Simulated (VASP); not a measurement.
## PtS2: lattice, stiffness and zone-centre modes

What lattice, stiffness and vibrations does PtS2 have at one level of theory? The starting structure is a measured crystal structure from the Crystallography Open Database. All runs use PBEsol.

Method: Kohn-Sham DFT with plane waves and PAW; PBEsol, in VASP 6.6.1.

## 1. Set-up

The structure is trigonal, space group P-3m1 (No. 164). The conventional cell has a = 3.543 Å, b = 3.543 Å, c = 5.039 Å, α = 90.00°, β = 90.00°, γ = 120.00°. Nearest to Pt lie 6 S at 2.34 Å. S has 3 Pt at 2.34 Å nearest. Farther neighbours and most contacts between anions are not listed.

Structure file:

```cif
data_structure
_symmetry_space_group_name_H-M 'P 1'
_symmetry_Int_Tables_number 1
_cell_length_a 3.5432
_cell_length_b 3.5432
_cell_length_c 5.0388
_cell_angle_alpha 90.000
_cell_angle_beta 90.000
_cell_angle_gamma 120.000
_cell_volume 54.78
loop_
_atom_site_label
_atom_site_type_symbol
_atom_site_fract_x
_atom_site_fract_y
_atom_site_fract_z
_atom_site_occupancy
Pt1 Pt 0.00000 0.00000 0.00000 1
S2 S 0.66667 0.33333 0.77300 1
S3 S 0.33333 0.66667 0.22700 1
```

## 2. Relaxation

This run starts from the cell of an earlier relaxation, which isn't shown; the restart sets up the plane waves anew.

Input file INCAR:

```
SYSTEM = PtS2
PREC = Accurate
ENCUT = 500
EDIFF = 1E-07
NELM = 100
ISMEAR = 0
SIGMA = 0.03
LREAL = .FALSE.
ALGO = Normal
GGA = PS
NBANDS = 17
LASPH = .TRUE.
LORBIT = 11
LWAVE = .FALSE.
LCHARG = .FALSE.
KPAR = 4
IBRION = 2
NSW = 50
ISIF = 3
EDIFFG = -0.002
```

Input file POSCAR:

```
PtS2
1.0
    3.5673839397      0.0000000000      0.0000000000
   -1.7836919699      3.0894451169      0.0000000000
    0.0000000000      0.0000000000      4.8010751161
Pt S
1 2
Direct
    0.0000000000      0.0000000000      0.0000000000
    0.6666666667      0.3333333333      0.7507387732
    0.3333333333      0.6666666667      0.2492612268
```

Input file KPOINTS:

```
Automatic mesh
0
Gamma
9 9 4
0 0 0
```

PAW data sets: Pt and S (PBE family, release 64).

On the command line:

```sh
> mpirun -np 4 vasp_std
```

Log:

```text
[banner, memory and clock lines left out]
running    4 mpi-ranks, on    1 nodes
 distrk:  each k-point on    1 cores,    4 groups
 distr:  one band on    1 cores,    1 groups

 POSCAR found type information on POSCAR PtS
 POSCAR found :  2 types and       3 ions
|                                                                             |
|               ----> ADVICE to this user running VASP <----                  |
|                                                                             |
|     You enforced a specific xc type in the INCAR file but a different       |
|     [... a line on the potential file left out ...]
|     I HOPE YOU KNOW WHAT YOU ARE DOING!                                     |
|                                                                             |

 LDA part: xc-table for (Slater+PW92), standard interpolation
 POSCAR, INCAR and KPOINTS ok, starting setup
 FFT: planning ... GRIDC
 FFT: planning ... GRID_SOFT
 FFT: planning ... GRID
 WAVECAR not read
 entering main loop
       N       E                     dE             d eps       ncg     rms          rms(c)
DAV:   1     0.107705281204E+03    0.10771E+03   -0.10349E+04  1478   0.112E+03
DAV:   2    -0.135694759708E+02   -0.12127E+03   -0.11775E+03  1878   0.227E+02
DAV:   3    -0.182906735060E+02   -0.47212E+01   -0.46939E+01  1793   0.464E+01
DAV:   4    -0.183395618431E+02   -0.48888E-01   -0.48862E-01  1966   0.521E+00
DAV:   5    -0.183402574762E+02   -0.69563E-03   -0.69557E-03  1859   0.597E-01    0.185E+01
DAV:   6    -0.172692278539E+02    0.10710E+01   -0.68644E+00  1491   0.252E+01    0.121E+01
DAV:   7    -0.170265648478E+02    0.24266E+00   -0.12386E+00  1500   0.115E+01    0.569E+00
DAV:   8    -0.170015631762E+02    0.25002E-01   -0.76150E-02  1654   0.195E+00    0.124E+00
DAV:   9    -0.169974231335E+02    0.41400E-02   -0.98573E-03  1786   0.102E+00    0.257E-01
DAV:  10    -0.169974848661E+02   -0.61733E-04   -0.15260E-03  1727   0.256E-01    0.891E-02
DAV:  11    -0.169975036799E+02   -0.18814E-04   -0.46648E-05  1997   0.607E-02    0.454E-02
DAV:  12    -0.169975025204E+02    0.11595E-05   -0.71324E-06  1744   0.267E-02    0.105E-02
DAV:  13    -0.169975028971E+02   -0.37676E-06   -0.92006E-07  1832   0.684E-03    0.358E-03
DAV:  14    -0.169975029441E+02   -0.46963E-07   -0.55776E-08  1060   0.186E-03
   1 F= -.16997503E+02 E0= -.16997503E+02  d E =-.169975E+02
 curvature:   0.00 expect dE= 0.000E+00 dE for cont linesearch  0.000E+00
 trial: gam= 0.00000 g(F)=  0.321E-06 g(S)=  0.227E-06 ort = 0.000E+00 (trialstep = 0.100E+01)
 search vector abs. value=  0.548E-06
 reached required accuracy - stopping structural energy minimisation
```

Run time: 8 s. Hardware: 4 MPI ranks of AMD EPYC 9R45, shared host; peak memory 0.68 GiB.

The logs omit lines about the potential files and the build; timing stands in the text.

OUTCAR, selected parts (step 2):

```text
ion  position               nearest neighbor table
   1  0.000  0.000  0.000-   2 2.38   3 2.38   2 2.38   3 2.38   2 2.38   3 2.38
   2  0.667  0.333  0.751-   1 2.38   1 2.38   1 2.38
   3  0.333  0.667  0.249-   1 2.38   1 2.38   1 2.38

  LATTYP: Found a hexagonal cell.
 ALAT       =     3.5673839397
 C/A-ratio  =     1.3458251753

 Subroutine GETGRP returns: Found 12 space group operations
 (whereof 12 operations were pure point group operations)

The static configuration has the point symmetry D_3d.

 Found     43 irreducible k-points:

   k-points           NKPTS =     43   k-points in BZ     NKDIM =     43   number of bands    NBANDS=     17

   dimension x,y,z NGX =    28 NGY =   28 NGZ =   36
   dimension x,y,z NGXF=    56 NGYF=   56 NGZF=   72

   ENCUT  =  500.0 eV  36.75 Ry    6.06 a.u.   6.50  6.50  8.75*2*pi/ulx,y,z

   NELECT =      22.0000    total number of electrons

 k-points in reciprocal lattice and weights: Automatic mesh
   0.00000000  0.00000000  0.00000000       0.003
   0.11111111 -0.00000000  0.00000000       0.019
   0.22222222 -0.00000000  0.00000000       0.019
   0.33333333  0.00000000  0.00000000       0.019
   0.44444444 -0.00000000  0.00000000       0.019
   0.11111111  0.11111111  0.00000000       0.019
   0.22222222  0.11111111  0.00000000       0.037
   0.33333333  0.11111111  0.00000000       0.037
   0.44444444  0.11111111  0.00000000       0.019
[...]
0.33333333  0.22222222  0.50000000       0.037
   0.33333333  0.33333333  0.50000000       0.006

 average (electrostatic) potential at core
       1 -67.7353       2 -85.0373       3 -85.0373

 E-fermi :   7.5971

 k-point     1 :       0.0000    0.0000    0.0000
  band No.  band energies     occupation
    ...
      7       3.2854      2.00000
      8       5.1251      2.00000
      9       6.0093      2.00000
     10       6.0093      2.00000
     11       7.4488      2.00000
     12       9.0099      0.00000
     13       9.0099      0.00000
     14      11.3160      0.00000
     15      12.5352      0.00000
     16      14.9550      0.00000
    ...

 k-point     2 :       0.1111   -0.0000    0.0000
  band No.  band energies     occupation
    ...
      7       3.1678      2.00000
      8       4.7238      2.00000
      9       5.8550      2.00000
     10       5.9674      2.00000
     11       7.2108      2.00000
     12       8.7530      0.00000
     13       8.9985      0.00000
     14      12.1406      0.00000
     15      13.1376      0.00000
     16      14.6519      0.00000
    ...

 k-point     3 :       0.2222   -0.0000    0.0000
  band No.  band energies     occupation
    ...
      7       2.9752      2.00000
      8       4.0924      2.00000
      9       5.5675      2.00000
     10       5.6539      2.00000
     11       6.3916      2.00000
     12       8.7923      0.00000
     13       9.1623      0.00000
     14      12.6869      0.00000
     15      14.0936      0.00000
     16      15.2712      0.00000
    ...

  Total        0.0025319      0.0025319     -0.0011447     -0.0000000      0.0000000      0.0000000
  in kB        0.0766620      0.0766620     -0.0346604     -0.0000000      0.0000000      0.0000000
  external PRESSURE =       0.0395545 kB  Pullay stress =       0.0000000 kB

  energy-cutoff  :      500.00
  volume of cell :       52.91
      direct lattice vectors                 reciprocal lattice vectors
     3.567383940  0.000000000  0.000000000     0.280317459  0.161841360  0.000000000
    -1.783691970  3.089445117  0.000000000     0.000000000  0.323682720  0.000000000
     0.000000000  0.000000000  4.801075116     0.000000000  0.000000000  0.208286681

 POSITION                                       TOTAL-FORCE (eV/Angst)
 -----------------------------------------------------------------------------------
      0.00000      0.00000      0.00000         0.000000      0.000000     -0.000000
      1.78369      1.02982      3.60435         0.000000     -0.000000     -0.001823
     -0.00000      2.05963      1.19672        -0.000000      0.000000      0.001823
 -----------------------------------------------------------------------------------
    total drift:                               -0.000000     -0.000000     -0.000000

  FREE ENERGIE OF THE ION-ELECTRON SYSTEM (eV)
  ---------------------------------------------------
  free  energy   TOTEN  =       -16.9975029441 eV

  energy  without entropy=      -16.9975029441  energy(sigma->0) =      -16.99750294

 reached required accuracy - stopping structural energy minimisation

 total charge
# of ion       s       p       d       tot
------------------------------------------
    1        0.699   0.795   7.995   9.489
    2        1.358   2.249   0.000   3.607
    3        1.358   2.249   0.000   3.607
--------------------------------------------------
tot          3.415   5.293   7.995  16.703

[... 3 further parts left out ...]
```

CONTCAR:

```
PtS2
   1.00000000000000
     3.5673839397000000    0.0000000000000000    0.0000000000000000
    -1.7836919699000000    3.0894451168999999    0.0000000000000000
     0.0000000000000000    0.0000000000000000    4.8010751160999998
  Pt              S
     1     2
Direct
     0.0000000000000000    0.0000000000000000    0.0000000000000000
     0.6666666667000030    0.3333333332999970    0.7507387731999984
     0.3333333332999970    0.6666666667000030    0.2492612268000016
```

The PAW data sets were made with PBE, which is usual practice but a small mismatch for other functionals. The run keeps the 12 symmetry operations of its start, so it cannot find a distortion of lower symmetry.

The relaxed cell holds 17.638 Å³ an atom, with a = 3.567 Å (+0.7 % against the database cell) and c = 4.801 Å (-4.7 % against the database cell). Pressures at 0.985 and 1.015 times this volume, from two more relaxations that aren't shown, give a bulk modulus of 20.2 GPa.

## 3. Elastic constants

Input file INCAR:

```
SYSTEM = PtS2
PREC = Accurate
ENCUT = 700
EDIFF = 1E-08
NELM = 100
ISMEAR = 0
SIGMA = 0.03
LREAL = .FALSE.
ALGO = Normal
GGA = PS
NBANDS = 17
LASPH = .TRUE.
LORBIT = 11
LWAVE = .FALSE.
LCHARG = .FALSE.
KPAR = 4
IBRION = 6
NFREE = 2
POTIM = 0.015
ISIF = 3
NSW = 1
KBLOWUP = .FALSE.
```

POSCAR is that of step 2.

Input file KPOINTS:

```
Automatic mesh
0
Gamma
9 9 6
0 0 0
```

On the command line:

```sh
> mpirun -np 4 vasp_std
```

Log:

```text
[banner, memory and clock lines left out]
running    4 mpi-ranks, on    1 nodes
[...]
[... a notice as in an earlier step ...]

 LDA part: xc-table for (Slater+PW92), standard interpolation
 POSCAR, INCAR and KPOINTS ok, starting setup
[...]
WARNING: random wavefunctions but no delay for mixing, default for NELMDL
 entering main loop
       N       E                     dE             d eps       ncg     rms          rms(c)
DAV:   1     0.133409506516E+03    0.13341E+03   -0.12502E+04  2108   0.148E+03
DAV:   2    -0.116571725316E+02   -0.14507E+03   -0.14091E+03  2594   0.257E+02
DAV:   3    -0.182658310072E+02   -0.66087E+01   -0.65561E+01  2680   0.554E+01
DAV:   4    -0.183409297680E+02   -0.75099E-01   -0.75030E-01  2733   0.642E+00
[...]
DAV:  13    -0.169991850897E+02   -0.35239E-06   -0.93786E-07  2536   0.686E-03    0.362E-03
DAV:  14    -0.169991851333E+02   -0.43621E-07   -0.55028E-08  2911   0.181E-03    0.108E-03
DAV:  15    -0.169991851395E+02   -0.62000E-08   -0.11715E-08  1828   0.739E-04
[...]
2 F= -.16988613E+02 E0= -.16988613E+02  d E =-.150624E-11
   3 F= -.16987219E+02 E0= -.16987219E+02  d E =-.354849E-11
   4 F= -.16988651E+02 E0= -.16988651E+02  d E =-.691398E-11
   5 F= -.16987173E+02 E0= -.16987173E+02  d E =-.321359E-18
   6 F= -.16995198E+02 E0= -.16995198E+02  d E =-.529655E-18
   7 F= -.16994366E+02 E0= -.16994366E+02  d E =-.296959E-11
   8 F= -.16995634E+02 E0= -.16995634E+02  d E =-.359438E-13
   9 F= -.16995634E+02 E0= -.16995634E+02  d E =-.358454E-13
  10 F= -.16995358E+02 E0= -.16995358E+02  d E =-.389138E-12
  11 F= -.16995316E+02 E0= -.16995316E+02  d E =-.709796E-13
  12 F= -.16995336E+02 E0= -.16995336E+02  d E =-.140408E-12
  13 F= -.16995336E+02 E0= -.16995336E+02  d E =-.151651E-12
  14 F= -.16997292E+02 E0= -.16997292E+02  d E =-.164914E-17
  15 F= -.16997292E+02 E0= -.16997292E+02  d E =-.206254E-17
  16 F= -.16997093E+02 E0= -.16997093E+02  d E =-.248823E-14
  17 F= -.16997093E+02 E0= -.16997093E+02  d E =-.248676E-14
  18 F= -.16998119E+02 E0= -.16998119E+02  d E =-.322850E-16
  19 F= -.16998119E+02 E0= -.16998119E+02  d E =-.344471E-16
  20 F= -.16997836E+02 E0= -.16997836E+02  d E =-.245647E-21
  21 F= -.16998050E+02 E0= -.16998050E+02  d E =-.102911E-11
 Finite differences progress:
  Degree of freedom:  10/ 10
  Displacement:        2/  2
  Total:              20/ 20
```

Wall time 7.9 min (4 MPI ranks); peak memory 2.6 GiB; 32 min of CPU time.

From OUTCAR (step 3):

```text
  Total       -0.1481353     -0.1481353     -0.1934248      0.0000000      0.0000000      0.0000000
  in kB       -4.4853905     -4.4853905     -5.8567119      0.0000000      0.0000000      0.0000000
  external PRESSURE =      -4.9424977 kB  Pullay stress =       0.0000000 kB

 POSITION                                       TOTAL-FORCE (eV/Angst)
 -----------------------------------------------------------------------------------
      0.00000      0.00000      0.00000         0.000000     -0.000000     -0.137685
      1.78369      1.02982      3.58935        -0.000000      0.000000      0.156800
     -0.00000      2.05963      1.19672         0.000000     -0.000000     -0.019115
 -----------------------------------------------------------------------------------
    total drift:                               -0.000000     -0.000000      0.000029

  FREE ENERGIE OF THE ION-ELECTRON SYSTEM (eV)
  ---------------------------------------------------
  free  energy   TOTEN  =       -16.9980503339 eV

  energy  without entropy=      -16.9980503339  energy(sigma->0) =      -16.99805033

[... 3 further parts left out ...]
[key lines of the parts left out:]
E-fermi :   7.6492
```

The last energy, forces and stress in OUTCAR belong to the last displaced cell, not to that of POSCAR.

The elastic tensor has C11 = 221.0, C12 = 65.4, C44 = 35.4 GPa, among others; its Hill averages are a bulk modulus of 47.4 and a shear modulus of 38.6 GPa.

## 4. Modes of the relaxed cell

Input file INCAR:

```
SYSTEM = PtS2
PREC = Accurate
ENCUT = 500
EDIFF = 1E-08
NELM = 100
ISMEAR = 0
SIGMA = 0.03
LREAL = .FALSE.
ALGO = Normal
GGA = PS
NBANDS = 17
LASPH = .TRUE.
LORBIT = 11
LWAVE = .FALSE.
LCHARG = .FALSE.
KPAR = 4
IBRION = 8
LEPSILON = .TRUE.
LPEAD = .TRUE.
ISIF = 2
```

POSCAR is that of step 3.

Input file KPOINTS:

```
Automatic mesh
0
Gamma
14 14 10
0 0 0
```

On the command line:

```sh
> mpirun -np 4 vasp_std
```

Log:

```text
[banner, memory and clock lines left out]
running    4 mpi-ranks, on    1 nodes
[...]
[... a notice as in an earlier step ...]

 LDA part: xc-table for (Slater+PW92), standard interpolation
 POSCAR, INCAR and KPOINTS ok, starting setup
[...]
entering main loop
       N       E                     dE             d eps       ncg     rms          rms(c)
DAV:   1     0.107041788556E+03    0.10704E+03   -0.10235E+04  7152   0.112E+03
DAV:   2    -0.134901700271E+02   -0.12053E+03   -0.11683E+03  8839   0.223E+02
DAV:   3    -0.182925455202E+02   -0.48024E+01   -0.47750E+01  8986   0.467E+01
DAV:   4    -0.183396142500E+02   -0.47069E-01   -0.47046E-01  9414   0.511E+00
[...]
DAV:  13    -0.169979872108E+02   -0.40573E-06   -0.88104E-07  8818   0.671E-03    0.360E-03
DAV:  14    -0.169979872568E+02   -0.46072E-07   -0.57327E-08  9674   0.179E-03    0.116E-03
DAV:  15    -0.169979872595E+02   -0.26309E-08   -0.12811E-08  6196   0.755E-04
   1 F= -.16997987E+02 E0= -.16997987E+02  d E =-.144608E-09
[...]
RMM:  13    -0.986304951776E-01    0.31176E-08   -0.28054E-08 49113   0.806E-05    0.320E-07
 first order change of Fermi-energy   0.83912E-03
 force on displaced ion       2 direction 1 :  -9.464   0.000  -0.000
 Born effective charge ion    2 direction 1 :  -1.610  -0.000   0.000
 Linear response progress:
  Degree of freedom:   4/  4
       N       E                     dE             d eps       ncg     rms          rms(c)
RMM:   1    -0.118988914128E+00   -0.11899E+00    0.11077E-03 16647   0.201E+00
RMM:   2    -0.115457670966E+00    0.35312E-02   -0.22234E-03 11028   0.308E-01    0.223E-01
RMM:   3    -0.115228750230E+00    0.22892E-03   -0.21895E-04 11954   0.796E-02    0.139E-01
RMM:   4    -0.115149456384E+00    0.79294E-04   -0.67026E-05 12006   0.527E-02    0.555E-02
[...]
RMM:  11    -0.115186928956E+00   -0.10912E-06   -0.29563E-08 12752   0.113E-04    0.675E-06
RMM:  12    -0.115186899371E+00    0.29585E-07    0.29832E-08 13649   0.948E-05    0.288E-06
RMM:  13    -0.115186902888E+00   -0.35172E-08   -0.35458E-08 12660   0.915E-05    0.682E-07
 first order change of Fermi-energy  -0.19105E+00
 force on displaced ion       2 direction 3 :  -0.000   0.000 -11.009
 Born effective charge ion    2 direction 3 :   0.000   0.000   0.311
 Born effective charges drift removed
 Linear response finished
```

Elapsed: 12 min, on 4 MPI ranks; peak memory 7.5 GiB.

OUTCAR, selected parts (step 4):

```text
  Total        0.0016338      0.0016338     -0.0005432     -0.0000000      0.0000000      0.0000000
  in kB        0.0494690      0.0494690     -0.0164471     -0.0000000      0.0000000      0.0000000
  external PRESSURE =       0.0274970 kB  Pullay stress =       0.0000000 kB

 POSITION                                       TOTAL-FORCE (eV/Angst)
 -----------------------------------------------------------------------------------
      0.00000      0.00000      0.00000         0.000000      0.000000      0.000000
      1.78369      1.02982      3.60435        -0.000000     -0.000000     -0.006400
     -0.00000      2.05963      1.19672        -0.000000      0.000000      0.006400
 -----------------------------------------------------------------------------------
    total drift:                               -0.000000     -0.000000     -0.000000

 MACROSCOPIC STATIC DIELECTRIC TENSOR (including local field effects in DFT)
 ------------------------------------------------------
          25.324201    -0.000000     0.000000
          -0.000000    25.324201     0.000000
           0.000000    -0.000000    16.542817
 ------------------------------------------------------

 MACROSCOPIC STATIC DIELECTRIC TENSOR IONIC CONTRIBUTION
 ------------------------------------------------------
           2.111193    -0.000000    -0.000000
          -0.000000     2.111193     0.000000
          -0.000000     0.000000     0.074620
 ------------------------------------------------------

[... 1 part as in an earlier step ...]

[... 1 further part left out ...]
```

The zone-centre modes at 17.638 Å³ an atom are A1g 328.5, A2u 323.6, Eu 307.8, Eg 298.7 cm⁻¹.

[end of part 1 of 2]

[Lines on the potential files, build, host, timing and source positions are cut from VASP's logs without a mark.]

[Logs are printed without paths, hosts, clocks, repeated set-up lines and the standing remarks that a program may print on its own settings, such as how far it seeks lower states.]

[Hosts, paths, dates, database ids (printed as entryN), source tags and the programs' standing remarks are cut or masked in the printed files.]
